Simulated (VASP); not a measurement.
## YSb (relaxed from the zinc blende structure, space group F-43m): computed properties

These are PBEsol GGA, VASP's PBE PAW potentials (set 64) (plane waves; VASP) values and carry that method's errors.

For YSb, the space group is F-43m (216) and the cell is a = b = c = 6.862 Å, α = β = γ = 90.00°. The volume per atom is 40.39 Å³/atom. The band gap (over mesh and band path) is 1.35 eV, the smallest direct gap (over mesh and band path) comes out as 1.35 eV and the band-edge character comes out as direct, X to X. The density is 4.33 g/cm³.

Space group F-43m (No. 216); a = 6.862 Å, b = 6.862 Å, c = 6.862 Å, α = 90.00°, β = 90.00°, γ = 90.00°

| atom | site | symmetry | x | y | z |
|---|---|---|---|---|---|
| Y | 4a | -43m | 0.0000 | 0.0000 | 0.0000 |
| Sb | 4d | -43m | 0.7500 | 0.7500 | 0.7500 |
(The calculation used a cell of 2 atoms; values per cell refer to that cell.)

Unless said otherwise, spin-orbit coupling is left out, though it shifts the bands of the heavy elements here.

The structure was generated: YSb was put into the zinc blende type (F-43m), which need not be its known phase. It was relaxed first, which changed the volume by -26 %. Symmetry was kept, so distortions that lower it aren't found.
